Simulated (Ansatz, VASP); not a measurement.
## Two plane-wave programs on Al6TeP2

```
Al Te P
1.0
     7.35177    0.00000    0.00000
    -3.67588    6.36682    0.00000
     0.00000    0.00000    3.62362
Al Te P
6 1 2
Cartesian
  4.3575 0.0000 0.0000
  1.4971 2.5931 0.0000
  -2.1788 3.7737 0.0000
  2.2841 0.0000 1.8118
  2.5339 4.3888 1.8118
  -1.1420 1.9781 1.8118
  0.0000 0.0000 0.0000
  0.0000 4.2445 1.8118
  3.6759 2.1223 1.8118
```

Change from the starting cell: species swapped into the Ti6Si2B type (P-62m, No. 189).

Alike in both runs: functional PBE; k mesh 6 × 6 × 10; occupations gaussian, width 0.1 eV; no spin polarisation.

Ansatz relaxed the structure, and its values are those at the end. VASP's run is a single point on that final structure, the one shown.

|  | VASP | Ansatz |
| --- | --- | --- |
| version | VASP 6.6.1 | Ansatz 0.2.0 |
| potentials or method | VASP PAW PBE potentials, release 64 (Al, Te, P) | scalar-relativistic, plane waves, PAW |
| plane-wave cutoff (eV) | 520 | 420 |
| valence electrons in the cell | 34 | 44 |

|  | VASP | Ansatz | Ansatz less VASP |
| --- | --- | --- | --- |
| gap on the k mesh at the Fermi level (eV) | none | none | - |
| pressure (GPa) | 0.0 | 0.0 | +0.01 |

A gap of «none» marks a metal or a gap that the smearing closes. With one functional, cell and mesh, what is left measures potentials, basis and numerics. The two sets of potentials don't hold the same shells in valence.

The runs have no spin-orbit coupling, so splittings on Te are missing.
